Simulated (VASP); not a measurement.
Data:

```
CsBr
1.0
    4.29000     0.00000     0.00000
    0.00000     4.29000     0.00000
    0.00000     0.00000     4.29000
Cs Br
1 1
Direct
  0.00000   0.00000   0.00000
  0.50000   0.50000   0.50000
```

Method: PBEsol GGA, VASP's PBE PAW potentials (set 64) (plane waves; VASP). Settings: 400 eV cut-off, 6×6×6 Γ-centred mesh, Gaussian smearing of 0.050 eV, potentials Cs_sv Br.

Energy and stress use the plane-wave basis of the starting cell.

The ions, cell shape and volume are relaxed. What does this cell relax into?

```
CsBr
1.0
    4.24817     0.00000     0.00000
    0.00000     4.24817     0.00000
    0.00000     0.00000     4.24817
Cs Br
1 1
Cartesian
  0.00000   0.00000   0.00000
  2.12409   2.12409   2.12409
```
Space group Pm-3m (221), at a tolerance of 0.03 Å.

How do energy and volume change from the first to the last step?

The energy (σ→0) changes by -1.8 meV/atom and the volume by -2.9 %, in 3 ionic steps.

The compound is CsBr in the CsCl type structure. This run relaxes it. Symmetry was kept, so distortions that lower it aren't found.
